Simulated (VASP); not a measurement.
A convergence study with VASP on HgTe (zinc blende): one setting is varied, all else stays as given below, so the limit is that of these other settings.

```yaml
crystal:
  lattice:
    - [0.00000, 3.23000, 3.23000]
    - [3.23000, 0.00000, 3.23000]
    - [3.23000, 3.23000, 0.00000]
  atoms:
    - { symbol: Hg, position: [0.00000, 0.00000, 0.00000] }
    - { symbol: Te, position: [0.25000, 0.25000, 0.25000] }
```

The numbers are results of LDA (Ceperley-Alder, Perdew-Zunger), VASP's LDA PAW potentials (set 64) (plane waves; VASP), not measurements. The tightest run used: 550 eV cut-off, 16×16×16 Γ-centred mesh, Gaussian smearing of 0.010 eV, potentials Hg Te.

```tsv
setting	highest Γ mode (cm⁻¹)	irreducible k-points
4×4×4 mesh	108.9	8
6×6×6 mesh	112.7	16
8×8×8 mesh	114.2	29
```

Q: These are the cheaper rows. Estimate the results at 16×16×16 mesh, and how far the last row shown lies from them.

A: 
| quantity | tightest run | last row shown is off by |
|---|---|---|
| highest Γ mode (cm⁻¹) | 115.3 | -1.1 |

Left out are rungs that failed or repeat a setting and relaxations that didn't move; long series are thinned to 24 rows.

The compound is HgTe in the zinc blende structure. The cell was not relaxed at this level.
